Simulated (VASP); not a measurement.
Data:

```yaml
crystal:
  lattice:
    - [1.22846, -2.12775, 0.00000]
    - [1.22846, 2.12775, 0.00000]
    - [0.00000, 0.00000, 6.64849]
  atoms:
    - { symbol: C, position: [0.00000, 0.00000, 0.25000] }
    - { symbol: C, position: [0.00000, 0.00000, 0.75000] }
    - { symbol: C, position: [0.33333, 0.66667, 0.25000] }
    - { symbol: C, position: [0.66667, 0.33333, 0.75000] }
```

All values below come from r2SCAN+rVV10, VASP's PBE PAW potentials (set 64) (plane waves; VASP). Settings: 520 eV cut-off, 11×11×4 Γ-centred mesh, tetrahedra with Blöchl corrections, potentials C.

The cores are frozen, which limits the accuracy of field gradients.

Give the principal components of the electric field gradient (V/Å²) and the asymmetry η at each nucleus.

```
atom    Vxx    Vyy   Vzz     η
----  -----  -----  ----  ----
C1    -17.0  -17.0  34.0  0.00
C2    -17.0  -17.0  34.0  0.00
C3    -15.8  -15.8  31.6  0.00
C4    -15.8  -15.8  31.6  0.00
```

The compound is C in the graphite structure. It was relaxed first.
